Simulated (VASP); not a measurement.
Take PbSe (rock salt), without spin-orbit terms, in VASP with PAW potentials, and its band gap.

Task: One run gives 0.80 eV. Which level is it?
A. revTPSS (own cell)
B. HSEsol (PBE cell)
C. PBEsol (own cell)
D. AM05 (starting cell)

Result: B, HSEsol (PBE cell).  The others give 0.17 (PBEsol (own cell)), 0.27 (AM05 (starting cell)), 0.38 (revTPSS (own cell)).

Only levels that ran to the end are used. Left out are those held back, those with too coarse a band path, GW runs whose mesh misses a band edge, hybrids' fits of cells that aren't cubic and levels without matching references; a question may draw on a part of the rest.

The compound is PbSe in the rock salt structure.
